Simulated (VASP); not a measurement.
Band gaps of Li₂HfN₂ (space group P-3m1) from VASP (PAW), without and with spin-orbit coupling. Semilocal levels are at their own relaxed cell, hybrids and mBJ at PBE's; 0.00 means no gap at that level. Unless said otherwise, spin-orbit coupling is left out, though it shifts the bands of the heavy elements here.

The cell of the r2SCAN run:

Space group P-3m1 (No. 164); a = 3.2357 Å, b = 3.2357 Å, c = 5.4232 Å, α = 90.00°, β = 90.00°, γ = 120.00°

```
atom  site  symmetry       x       y       z
----  ----  --------  ------  ------  ------
Li      2d       3m.  0.6667  0.3333  0.3826
Hf      1a      -3m.  0.0000  0.0000  0.0000
N       2d       3m.  0.3333  0.6667  0.2208
```

| level | gap without SOC (eV) | gap with SOC (eV) | shift (eV) |
|---|---|---|---|
| r2SCAN | 2.33 | … | … |

Q: What belongs in the gaps?

A: 
- r2SCAN, gap with SOC (eV): 2.27
- r2SCAN, shift (eV): -0.06

Only levels that ran to the end are used. Left out are those held back, those with too coarse a band path, GW runs whose mesh misses a band edge, hybrids' fits of cells that aren't cubic and levels without matching references; a question may draw on a part of the rest.

The structure comes from a computed database's Li2HfN2 entry (P-3m1); how it stands against other phases isn't given here. It was relaxed first. Symmetry was kept, so distortions that lower it aren't found.
